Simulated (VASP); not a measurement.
**HgS (space group Fm-3m): computed properties**

Level of theory: LDA (Ceperley-Alder, Perdew-Zunger), VASP's LDA PAW potentials (set 64) (plane waves; VASP).

For HgS, the space group comes out as Fm-3m (225). The cell is a = b = c = 5.414 Å, α = β = γ = 90.00°. The volume per atom comes out as 19.83 Å³/atom, the band gap (over mesh and band path) is none (metal, semimetal or under 0.01 eV) and the density comes out as 9.74 g/cm³.

Space group Fm-3m (No. 225); a = 5.414 Å, b = 5.414 Å, c = 5.414 Å, α = 90.00°, β = 90.00°, γ = 90.00°

```tsv
atom	site	symmetry	x	y	z
Hg	4a	m-3m	0.0000	0.0000	0.0000
S	4b	m-3m	0.5000	0.5000	0.5000
```
(The calculation used a cell of 2 atoms; values per cell refer to that cell.)

Unless said otherwise, spin-orbit coupling is left out, though it shifts the bands of the heavy elements here.

The structure comes from a computed database's HgS entry (Fm-3m); how it stands against other phases isn't given here. It was relaxed first, which changed the volume by -9 %. Symmetry was kept, so distortions that lower it aren't found.
